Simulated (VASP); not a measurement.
```
BaF2
1.0
    0.00000     3.17517     3.17517
    3.17517     0.00000     3.17517
    3.17517     3.17517     0.00000
Ba F
1 2
Direct
  0.00000   0.00000   0.00000
  0.25000   0.25000   0.25000
  0.75000   0.75000   0.75000
```

Method: rev-vdW-DF2, VASP's PBE PAW potentials (set 64) (plane waves; VASP 6.6.1). Settings: 520 eV cut-off, 6×6×6 Γ-centred mesh, Gaussian smearing of 0.050 eV, potentials Ba_sv F.

Task: What does the run give for the energy per atom (σ→0), pressure?

Result: 
```
Property                               Result
---------------------  ----------------------
energy per atom (σ→0)  -389.2 kJ/mol of atoms
pressure                           -29.3 kbar
```

The compound is BaF2 in the fluorite structure. This cell is one point of a volume scan, at 1.06 of the reference volume.
